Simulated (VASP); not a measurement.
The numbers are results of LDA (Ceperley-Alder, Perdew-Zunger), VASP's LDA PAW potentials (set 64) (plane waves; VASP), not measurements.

VASP ran on this input.

**INCAR**
```
ALGO = Normal
EDIFF = 1E-6
EDIFFG = -0.01
ENCUT = 400
IBRION = 2
ISIF = 3
ISMEAR = 1
LASPH = .TRUE.
LCHARG = .FALSE.
LMAXMIX = 4
LREAL = .FALSE.
LWAVE = .FALSE.
NELM = 100
NSW = 60
PREC = Accurate
SIGMA = 0.1
SYSTEM = Rb
```

### KPOINTS
```
Automatic mesh
0
Gamma
8 8 8
0 0 0
```

File POSCAR:
```
Rb
1
   -2.8250000000     2.8250000000     2.8250000000
    2.8250000000    -2.8250000000     2.8250000000
    2.8250000000     2.8250000000    -2.8250000000
Rb
1
Direct
  0.0000000000   0.0000000000   0.0000000000
```

POTCAR, in this order: Rb_sv (LDA.64 set). Program: vasp_std.

What VASP printed:

File OSZICAR:
```
       N       E                     dE             d eps       ncg     rms          rms(c)
DAV:   1     0.355792067712E+02    0.35579E+02   -0.30191E+03   464   0.666E+02
DAV:   2     0.695387975196E+00   -0.34884E+02   -0.34838E+02   496   0.132E+02
DAV:   3    -0.100710089448E+01   -0.17025E+01   -0.16938E+01   704   0.311E+01
DAV:   4    -0.103585722303E+01   -0.28756E-01   -0.28755E-01   728   0.360E+00
DAV:   5    -0.103601667451E+01   -0.15945E-03   -0.15945E-03   720   0.200E-01    0.116E+00
DAV:   6    -0.103538632140E+01    0.63035E-03   -0.17247E-03   760   0.272E-01    0.692E-01
DAV:   7    -0.103536941940E+01    0.16902E-04   -0.28460E-03   680   0.343E-01    0.448E-02
DAV:   8    -0.103540848450E+01   -0.39065E-04   -0.11372E-04   680   0.102E-01    0.140E-02
DAV:   9    -0.103541220977E+01   -0.37253E-05   -0.51758E-06   736   0.171E-02    0.379E-03
DAV:  10    -0.103541232637E+01   -0.11660E-06   -0.18582E-06   512   0.861E-03
   1 F= -.10354123E+01 E0= -.10349117E+01  d E =-.103541E+01
       N       E                     dE             d eps       ncg     rms          rms(c)
DAV:   1    -0.110208794142E+01   -0.66676E-01   -0.14236E+00   464   0.899E+00    0.112E+00
DAV:   2    -0.105515826573E+01    0.46930E-01   -0.11550E-01   464   0.285E+00    0.541E-01
DAV:   3    -0.104154121699E+01    0.13617E-01   -0.73650E-02   688   0.171E+00    0.100E-01
DAV:   4    -0.104178074581E+01   -0.23953E-03   -0.14891E-03   536   0.365E-01    0.550E-02
DAV:   5    -0.104204314479E+01   -0.26240E-03   -0.28597E-04   768   0.170E-01    0.364E-02
DAV:   6    -0.104204402535E+01   -0.88056E-06   -0.19776E-05   808   0.493E-02    0.716E-03
DAV:   7    -0.104204734793E+01   -0.33226E-05   -0.41736E-06   680   0.235E-02    0.256E-04
DAV:   8    -0.104204735170E+01   -0.37666E-08   -0.34544E-08   272   0.137E-03
   2 F= -.10420474E+01 E0= -.10415311E+01  d E =-.663503E-02
       N       E                     dE             d eps       ncg     rms          rms(c)
DAV:   1    -0.139919762380E+01   -0.35715E+00   -0.81535E+00   472   0.216E+01    0.271E+00
DAV:   2    -0.112137988949E+01    0.27782E+00   -0.65215E-01   464   0.685E+00    0.127E+00
DAV:   3    -0.104841370682E+01    0.72966E-01   -0.40259E-01   696   0.399E+00    0.220E-01
DAV:   4    -0.105000054778E+01   -0.15868E-02   -0.74663E-03   512   0.845E-01    0.124E-01
DAV:   5    -0.105161805498E+01   -0.16175E-02   -0.23497E-03   720   0.471E-01    0.872E-02
DAV:   6    -0.105161767734E+01    0.37764E-06   -0.11180E-05   576   0.294E-02    0.931E-02
DAV:   7    -0.105161440440E+01    0.32729E-05   -0.21403E-06   544   0.197E-02    0.635E-03
DAV:   8    -0.105161421926E+01    0.18514E-06   -0.33563E-07   280   0.469E-03
   3 F= -.10516142E+01 E0= -.10510394E+01  d E =-.162019E-01
       N       E                     dE             d eps       ncg     rms          rms(c)
DAV:   1    -0.113416729994E+01   -0.82553E-01   -0.19274E+00   472   0.105E+01    0.130E+00
DAV:   2    -0.107014450614E+01    0.64023E-01   -0.15722E-01   464   0.332E+00    0.627E-01
DAV:   3    -0.105210758970E+01    0.18037E-01   -0.99621E-02   688   0.199E+00    0.119E-01
DAV:   4    -0.105244289610E+01   -0.33531E-03   -0.20330E-03   536   0.430E-01    0.643E-02
DAV:   5    -0.105282012005E+01   -0.37722E-03   -0.54536E-04   728   0.236E-01    0.436E-02
DAV:   6    -0.105281423909E+01    0.58810E-05   -0.70285E-06   672   0.311E-02    0.214E-02
DAV:   7    -0.105281937841E+01   -0.51393E-05   -0.87855E-06   712   0.308E-02    0.335E-04
DAV:   8    -0.105281938743E+01   -0.90262E-08   -0.24716E-08   272   0.190E-03
   4 F= -.10528194E+01 E0= -.10522003E+01  d E =-.174071E-01
```

### OUTCAR
```
------------------------ aborting loop because EDIFF is reached ----------------------------------------
  FORCE on cell =-STRESS in cart. coord.  units (eV):
  Direction    XX          YY          ZZ          XY          YZ          ZX
  --------------------------------------------------------------------------------------
  Total        0.0005595      0.0005595      0.0005595     -0.0000000      0.0000000     -0.0000000
  in kB        0.0115251      0.0115251      0.0115251     -0.0000000      0.0000000     -0.0000000
  external PRESSURE =       0.0115251 kB  Pullay stress =       0.0000000 kB
  volume of cell :       77.78
      direct lattice vectors                 reciprocal lattice vectors
    -2.689097285  2.689097285  2.689097285     0.000000000  0.185936003  0.185936003
     2.689097285 -2.689097285  2.689097285     0.185936003  0.000000000  0.185936003
     2.689097285  2.689097285 -2.689097285     0.185936003  0.185936003  0.000000000
 POSITION                                       TOTAL-FORCE (eV/Angst)
 -----------------------------------------------------------------------------------
     -0.00000      0.00000      0.00000        -0.000000      0.000000      0.000000
 -----------------------------------------------------------------------------------
    total drift:                                0.000000      0.000000     -0.000000
  FREE ENERGIE OF THE ION-ELECTRON SYSTEM (eV)
  ---------------------------------------------------
  free  energy   TOTEN  =        -1.0528193874 eV

  energy  without entropy=       -1.0509621685  energy(sigma->0) =       -1.05220031

 reached required accuracy - stopping structural energy minimisation
```
(Selected blocks of OUTCAR.)

CONTCAR:
```
Rb
   1.00000000000000
    -2.6890972853300252    2.6890972853300252    2.6890972853300252
     2.6890972853300252   -2.6890972853300252    2.6890972853300252
     2.6890972853300252    2.6890972853300252   -2.6890972853300252
  Rb
     1
Direct
     0.0000000000000000    0.0000000000000000    0.0000000000000000
```

Energy and stress use the plane-wave basis of the starting cell.

The compound is Rb in the bcc structure. This run relaxes it. Symmetry was kept, so distortions that lower it aren't found.
